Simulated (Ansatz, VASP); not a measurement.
## KAl11O17 (KAl11O17 (R3m)) in two plane-wave programs

Wanted: the spread between two codes on one cell, functional and k mesh. The structure shown is the start of the Ansatz relaxation below; VASP solves that cell, so the two are compared at the walk's first step.

Main program and level: Ansatz 0.2.0; plane waves, with VASP 6.6.1 beside it; r2SCAN.

### Step 1. Starting point

The structure is trigonal, space group R3m (No. 160). The conventional cell has a = 5.591 Å, b = 5.591 Å, c = 34.164 Å, α = 90.00°, β = 90.00°, γ = 120.00°. K has 7 O at 2.63 to 3.23 Å nearest. Al has 6 O at 1.81 to 2.03 Å nearest. Al has 6 O at 1.88 to 1.89 Å nearest. Nearest to Al lie 4 O at 1.71 to 1.78 Å. Al has 4 O at 1.80 to 1.81 Å nearest. Al has 4 O at 1.71 to 1.77 Å nearest. Farther neighbours and most contacts between anions are not listed.

### Step 2. Ansatz: relaxation, r2SCAN

Ansatz runs on its default PAW (the set named soft_2) files.

The two programs are compared at the cell with which this relaxation starts, whose forces are those of its first step.

input.yaml

```yaml
crystal:
  lattice:
    - [2.7954807, 1.6139716, 11.3881089]
    - [-2.7954807, 1.6139716, 11.3881089]
    - [0.0, -3.2279431, 11.3881089]
  atoms:
    - { symbol: K, position: [0.82946133, 0.82946133, 0.82946133] }
    - { symbol: Al, position: [0.59261386, 0.09798059, 0.09798059] }
    - { symbol: Al, position: [0.99985142, 0.99985142, 0.99985142] }
    - { symbol: Al, position: [0.09798059, 0.09798059, 0.59261386] }
    - { symbol: Al, position: [0.09798059, 0.59261386, 0.09798059] }
    - { symbol: Al, position: [0.45005124, 0.45005124, 0.45005124] }
    - { symbol: Al, position: [0.3499009, 0.3499009, 0.3499009] }
    - { symbol: Al, position: [0.55007594, 0.55007594, 0.55007594] }
    - { symbol: Al, position: [0.64970674, 0.64970674, 0.64970674] }
    - { symbol: Al, position: [0.90290739, 0.40467095, 0.90290739] }
    - { symbol: Al, position: [0.90290739, 0.90290739, 0.40467095] }
    - { symbol: Al, position: [0.40467095, 0.90290739, 0.90290739] }
    - { symbol: O, position: [0.29690971, 0.29690971, 0.29690971] }
    - { symbol: O, position: [0.09346191, 0.09346191, 0.09346191] }
    - { symbol: O, position: [0.81071104, 0.2800683, 0.81071104] }
    - { symbol: O, position: [0.71926395, 0.18975541, 0.18975541] }
    - { symbol: O, position: [0.59814376, 0.09191064, 0.59814376] }
    - { symbol: O, position: [0.90620961, 0.40332812, 0.40332812] }
    - { symbol: O, position: [0.59814376, 0.59814376, 0.09191064] }
    - { symbol: O, position: [0.18975541, 0.18975541, 0.71926395] }
    - { symbol: O, position: [0.81071104, 0.81071104, 0.2800683] }
    - { symbol: O, position: [0.49999442, 0.49999442, 0.49999442] }
    - { symbol: O, position: [0.40332812, 0.40332812, 0.90620961] }
    - { symbol: O, position: [0.40332812, 0.90620961, 0.40332812] }
    - { symbol: O, position: [0.09191064, 0.59814376, 0.59814376] }
    - { symbol: O, position: [0.2800683, 0.81071104, 0.81071104] }
    - { symbol: O, position: [0.18975541, 0.71926395, 0.18975541] }
    - { symbol: O, position: [0.70305895, 0.70305895, 0.70305895] }
    - { symbol: O, position: [0.90645853, 0.90645853, 0.90645853] }
basis:
  ecutwfc: 500
  xc_grid: 2
hamiltonian:
  xc: r2scan
kpoints:
  mp_grid: { grid: [6, 6, 6] }
scf:
  occupations: { method: fermi_dirac, width: 0.01 }
  max_iter: 150
output:
  forces: true
  stress: true
relax:
  f_tol: 0.01
  max_steps: 60
  cell: {}
checkpoint:
  write: "../r2scan.run"
  compress: false
  write_wavefunctions: false
  write_every: 100000
```

Run with:

```sh
> ansatz run input.yaml --threads 1 --pin off --max-ram 2355MiB --backend cpu --events-out ev --progress --plain --runs-dir out
```

Numbers of over 12 decimals in the logs are rounded to 6 here.

What it wrote:

```text
basis.fft_grid_basis auto: the FFT boxes are laid along the combinations [[1, 0, -1], [0, 1, -1], [0, 0, 1]] of the cell's own vectors, 5.591, 5.591 and 11.837 Å long. The dense box has 45×45×90 points. Along the cell's own vectors, as sized, it would have 90×90×90, 4.00 times as many. Of the 6 symmetry operations that the crystal satisfies within crystal.symmetry.tolerance (time reversal apart; of a slab, those that [...]
Engine: ansatz 0.2.0, aarch64-unknown-linux-gnu
Pseudopotentials: kind: paw
Pseudopotential: K, paw, valence charge 9, recommended cutoff 500 eV (meta_gga), K.paw.azcp
Pseudopotential: Al, paw, valence charge 3, recommended cutoff 500 eV (meta_gga), Al.paw.azcp
Pseudopotential: O, paw, valence charge 6, recommended cutoff 500 eV (meta_gga), O.paw.azcp
Functional definition: r2SCAN
  parameter k0 = 0.174
  parameter k1 = 0.065
  parameter a1 = 4.9479
  exchange = r2scan_x(k0 = k0, k1 = k1, a1 = a1)
  correlation = r2scan_c
Crystal: 29 atoms, lattice volume = 308.287 Å³
Basis set: ecut = 500 eV, 7817 PW (Γ), FFT grids on a1−a3, a2−a3, a3, exchange–correlation on 90×90×180 points (8 copies of the dense FFT grid, shifted against one another)
Bands: 101, of which v1, the nominal top of the filled ones, is band 72 counted from 1 (71 counted from 0)
Symmetry: 6 space group operations
Space group: R3m (ITA 160), of the structure as read, at distance tolerance 6.8e-5 Å
k-points: 32 of 216 (time reversal used)
Non-local potential: K, projectors of the file, l = 0: 3, l = 1: 2, l = 2: 2
Non-local potential: Al, projectors of the file, l = 0: 2, l = 1: 2, l = 2: 1
Non-local potential: O, projectors of the file, l = 0: 2, l = 1: 2, l = 2: 1
PAW form: soft (Blöchl's): semilocal exchange-correlation on the pseudo side does not see the compensation charge
PAW frozen core: K, regenerated for the run's functional (the file was generated under x = pbe(κ = 0.804, μ = 0.219515), c = pbe(β = 0.066725))
PAW frozen core: Al, regenerated for the run's functional (the file was generated under x = pbe(κ = 0.804, μ = 0.219515), c = pbe(β = 0.066725))
PAW frozen core: O, regenerated for the run's functional (the file was generated under x = pbe(κ = 0.804, μ = 0.219515), c = pbe(β = 0.066725))
PAW one-centre angular grid: K, 302 points (default); XC on 160 Gauss nodes
PAW one-centre angular grid: Al, 302 points (default); XC on 160 Gauss nodes
PAW one-centre angular grid: O, 302 points (default); XC on 160 Gauss nodes
Initial density: superposition of atomic densities (neutral atoms: chi_scale 0, normalization atom), corrected by the library's trained network
Initial wavefunctions: pseudopotential atomic-orbital guess
Functional: x = r2scan, c = r2scan; τ floored in thin density (d = 2e-4 eV/Å³)
SCF iter   1: F=—  HF=-17201.560497 eV  |F-HF|=—  |Δ(HF+E_count)|=         —  Δρ=7.90e-3  dr2=2.91e-1  dr2_τ=1.78e0  ethr=1.77e-3  ⟨swp⟩=7.9  Hψ=17312  notcnv=0  defer=432
preconditioner: auto → Resta (q_TF=auto, 2.403 Å⁻¹)  ε∞=3.0  [insulator: Δε(μ)=5.766 eV  Ē_g=17.814 eV  σ=0.010 eV  W_gap=1.00  n_scr=68 (ndim 8)  ℏωp=25.2 eV  f_vac=0.085  D(μ)=0.00/eV (n_scr^D=0)  ε∞_Penn≈3.0]
SCF iter   2: F=—  HF=-17202.791902 eV  |F-HF|=—  |Δ(HF+E_count)|=    1.23e0  Δρ=5.11e-3  dr2=7.89e-2  dr2_τ=4.65e-3  ethr=2.02e-4  ⟨swp⟩=3.0  Hψ=6366  notcnv=0  defer=753
SCF iter   3: F=—  HF=-17202.776777 eV  |F-HF|=—  |Δ(HF+E_count)|=   1.51e-2  Δρ=1.79e-3  dr2=6.88e-3  dr2_τ=1.48e-3  ethr=5.48e-5  ⟨swp⟩=3.2  Hψ=4465  notcnv=0  defer=177
automatic band count: iteration 3 solves 83 bands in place of 101: the levels show a gap, and the empty bands left out lie too high to hold charge; the band table lists the bands solved (type scf.n_extra_bands for more)
SCF iter   4: F=—  HF=-17202.775423 eV  |F-HF|=—  |Δ(HF+E_count)|=   1.35e-3  Δρ=6.56e-4  dr2=8.97e-4  dr2_τ=2.25e-4  ethr=4.78e-6  ⟨swp⟩=3.0  Hψ=5012  notcnv=0  defer=177
SCF iter   5: F=—  HF=-17202.775307 eV  |F-HF|=—  |Δ(HF+E_count)|=   1.15e-4  Δρ=2.03e-4  dr2=9.65e-5  dr2_τ=7.01e-6  ethr=6.23e-7  ⟨swp⟩=2.0  Hψ=4363  notcnv=0  defer=177
SCF iter   6: F=—  HF=-17202.775458 eV  |F-HF|=—  |Δ(HF+E_count)|=   1.51e-4  Δρ=9.55e-5  dr2=2.22e-5  dr2_τ=2.56e-6  ethr=6.70e-8  ⟨swp⟩=2.0  Hψ=4925  notcnv=0  defer=177
SCF iter   7: F=—  HF=-17202.775457 eV  |F-HF|=—  |Δ(HF+E_count)|=   1.29e-6  Δρ=1.71e-5  dr2=1.42e-6  dr2_τ=9.14e-8  ethr=1.54e-8  ⟨swp⟩=2.0  Hψ=4239  notcnv=0  defer=177
SCF iter   8: F=—  HF=-17202.775459 eV  |F-HF|=—  |Δ(HF+E_count)|=   1.83e-6  Δρ=6.88e-6  dr2=1.98e-7  dr2_τ=1.16e-8  ethr=9.86e-10  ⟨swp⟩=2.2  Hψ=4970  notcnv=0  defer=177
[...]
preconditioner: auto → Resta (q_TF=auto, 2.402 Å⁻¹)  ε∞=3.5  [insulator: Δε(μ)=5.585 eV  Ē_g=15.812 eV  σ=0.010 eV  W_gap=1.00  n_scr=74 (ndim 8)  ℏωp=25.2 eV  f_vac=0.086  D(μ)=0.00/eV (n_scr^D=0)  ε∞_Penn≈3.5]
SCF iter   2: F=—  HF=-17202.776410 eV  |F-HF|=—  |Δ(HF+E_count)|=   8.92e-5  Δρ=9.01e-5  dr2=3.01e-5  dr2_τ=3.96e-6  ethr=1.61e-7  ⟨swp⟩=2.0  Hψ=5005  notcnv=0
SCF iter   3: F=—  HF=-17202.776524 eV  |F-HF|=—  |Δ(HF+E_count)|=   1.14e-4  Δρ=3.65e-5  dr2=4.90e-6  dr2_τ=3.17e-7  ethr=2.09e-8  ⟨swp⟩=2.7  Hψ=4794  notcnv=0
[...]
SCF iter   5: F=-17202.776820 eV  HF=-17202.776820 eV  |F-HF|=9.09e-11  |Δ(HF+E_count)|=   2.06e-8  Δρ=2.69e-7  dr2=2.21e-10  dr2_τ=3.01e-11  ethr=1.00e-12  ⟨swp⟩=5.0  Hψ=10719  notcnv=0
SCF 4 converged in 5 iterations: F = -17202.776820 eV  dr2 = 2.21e-10
relax step   4: F+E_penalty+E_count = -17202.77682023 eV  Δ(F+E_penalty+E_count) = -2.966e-4 eV  max|allowed force component| = 3.819e-3 eV/Å  Δτ_max = 0.0000 Å  P = -0.012 GPa  Ω = 309.063 Å³  stress off target by 2.01e-2 GPa  SCF on the basis re-selected at this cell (its energy is not comparable with the rows above)  (5 SCF iters)
basis re-selected at this cell: Δ(F+E_penalty+E_count) = -2.966e-4 eV, ΔP = -0.001 GPa vs the last step (what re-selecting the basis moved, of the pressure what is left beyond the Pulay correction that the steps carried, after the strain that the cell walked since its last selection, with what the two solves' SCF thresholds leave and, on support functions, any second-order correction that the steps lacked; it is no m [...]
SCF converged after 5 iterations
Free energy (F): -17202.776820 eV
Harris-Foulkes:  -17202.776820 eV  (|F-HF|=9.09e-11)
Internal energy: -17202.776820 eV  (E = F + TS)
E sigma→0 (E₀):  -17202.776820 eV
Fermi energy:    7.952219 eV
--- Per-component energies (eV) ---
  E_band       = -305.700148
  E_kinetic    = 3610.978600
  E_local      = -9046.979919  (includes V_loc(G=0)·N_el)
  E_nonlocal   = 915.924029
  E_hartree    = 3576.230483
  E_xc         = -1820.302632
  E_vxc        = -2377.190295  (∫ρ·V_xc dr)
  E_paw        = -8724.901973  (= ΣΔE_a)
  E_vpaw       = -706.965016  (= ΣTr[D̂ρ^β])
  E_aug_tail   = 0.017874  (compensation charges beyond the density's cutoff)
  E_vtau       = 146.052702  (kinetic-family band-sum trace: ∫τ·v_τ [+ j·A + Jᵃ·Aᵃ] dr)
  E_ewald      = -5712.342911
  E_core_change = -1.400369  (= ΣΔE_core)
  E_smearing   = -0.000000  (= −TS)
  E_closure    = 0.000000  (closes the sum)
  Σ components = -17202.776820   (vs F -17202.776820, Δ=0.00e0)
--- Forces (eV/Å), atoms counted from 1 ---
  atom   1  K     -0.00000000     0.00000000     0.00126877
  atom   2  Al    -0.00017294    -0.00009984    -0.00203635
  atom   3  Al    -0.00000000    -0.00000000    -0.00016157
  atom   4  Al     0.00000000     0.00019969    -0.00203635
  atom   5  Al     0.00017294    -0.00009984    -0.00203635
  atom   6  Al     0.00000000     0.00000000     0.00062218
  atom   7  Al    -0.00000000    -0.00000000    -0.00140258
  atom   8  Al     0.00000000    -0.00000000    -0.00111310
  atom   9  Al     0.00000000    -0.00000000    -0.00112145
  atom  10  Al     0.00084379    -0.00048716     0.00174621
  atom  11  Al     0.00000000     0.00097433     0.00174621
  atom  12  Al    -0.00084379    -0.00048716     0.00174621
  atom  13  O      0.00000000     0.00000000     0.00204336
  atom  14  O      0.00000000    -0.00000000    -0.00376718
  atom  15  O      0.00085189    -0.00049184     0.00172155
  atom  16  O      0.00030989     0.00017891    -0.00145808
  atom  17  O      0.00051233    -0.00029579     0.00135721
  atom  18  O      0.00058414     0.00033726    -0.00041657
  atom  19  O     -0.00000000     0.00059158     0.00135721
  atom  20  O      0.00000000    -0.00035783    -0.00145808
  atom  21  O     -0.00000000     0.00098368     0.00172155
  atom  22  O      0.00000000     0.00000000     0.00086053
  atom  23  O      0.00000000    -0.00067451    -0.00041657
  atom  24  O     -0.00058414     0.00033726    -0.00041657
  atom  25  O     -0.00051233    -0.00029579     0.00135721
  atom  26  O     -0.00085189    -0.00049184     0.00172155
  atom  27  O     -0.00030989     0.00017891    -0.00145808
  atom  28  O      0.00000000     0.00000000     0.00066461
  atom  29  O      0.00000000     0.00000000     0.00086135
  max |Σ_I F_I| component: 1.50e-3 eV/Å
--- Stress (GPa, compression-positive) ---
       -0.020055       0.000000       0.000000
        0.000000      -0.020055       0.000000
        0.000000       0.000000       0.002861
  P = ⅓ Tr σ = -0.0124 GPa (-0.124 kbar)
--- Relaxed structure (3 steps of the walk, 3 accepted, 1 SCFs on fresh bases) ---
  F+E_penalty+E_count = -17202.77682023 eV   max|allowed force component| = 3.819e-3 eV/Å   (the final SCF, on the basis selected at the relaxed cell)
  cell:  # Å, volume = 309.0627 Å³
    - [2.797616, 1.615205, 11.399337]
    - [-2.797616, 1.615205, 11.399337]
    - [0, -3.230409, 11.399337]
  atoms:
    - { symbol: K, position: [0.829442, 0.829442, 0.829442] }
    - { symbol: Al, position: [0.592651, 0.097962, 0.097962] }
    - { symbol: Al, position: [0.999849, 0.999849, 0.999849] }
    - { symbol: Al, position: [0.097962, 0.097962, 0.592651] }
    - { symbol: Al, position: [0.097962, 0.592651, 0.097962] }
    - { symbol: Al, position: [0.450084, 0.450084, 0.450084] }
    - { symbol: Al, position: [0.349867, 0.349867, 0.349867] }
    - { symbol: Al, position: [0.550061, 0.550061, 0.550061] }
    - { symbol: Al, position: [0.649737, 0.649737, 0.649737] }
    - { symbol: Al, position: [0.902890, 0.404693, 0.902890] }
    - { symbol: Al, position: [0.902890, 0.902890, 0.404693] }
    - { symbol: Al, position: [0.404693, 0.902890, 0.902890] }
    - { symbol: O, position: [0.296915, 0.296915, 0.296915] }
    - { symbol: O, position: [0.093395, 0.093395, 0.093395] }
    - { symbol: O, position: [0.810652, 0.280215, 0.810652] }
    - { symbol: O, position: [0.719032, 0.189840, 0.189840] }
    - { symbol: O, position: [0.598303, 0.091750, 0.598303] }
    - { symbol: O, position: [0.906316, 0.403257, 0.403257] }
    - { symbol: O, position: [0.598303, 0.598303, 0.091750] }
    - { symbol: O, position: [0.189840, 0.189840, 0.719032] }
    - { symbol: O, position: [0.810652, 0.810652, 0.280215] }
    - { symbol: O, position: [0.500004, 0.500004, 0.500004] }
    - { symbol: O, position: [0.403257, 0.403257, 0.906316] }
    - { symbol: O, position: [0.403257, 0.906316, 0.403257] }
    - { symbol: O, position: [0.091750, 0.598303, 0.598303] }
    - { symbol: O, position: [0.280215, 0.810652, 0.810652] }
    - { symbol: O, position: [0.189840, 0.719032, 0.189840] }
    - { symbol: O, position: [0.703064, 0.703064, 0.703064] }
    - { symbol: O, position: [0.906441, 0.906441, 0.906441] }
```

(Part 1 of 2 ends here.)

[Lines on the potential files, build, host, timing and source positions are cut from VASP's logs without a mark.]

[Logs are printed without paths, hosts, clocks, repeated set-up lines and the standing remarks that a program may print on its own settings, such as how far it seeks lower states.]

[Hosts, paths, dates, database ids (printed as entryN), source tags and the programs' standing remarks are cut or masked in the printed files.]
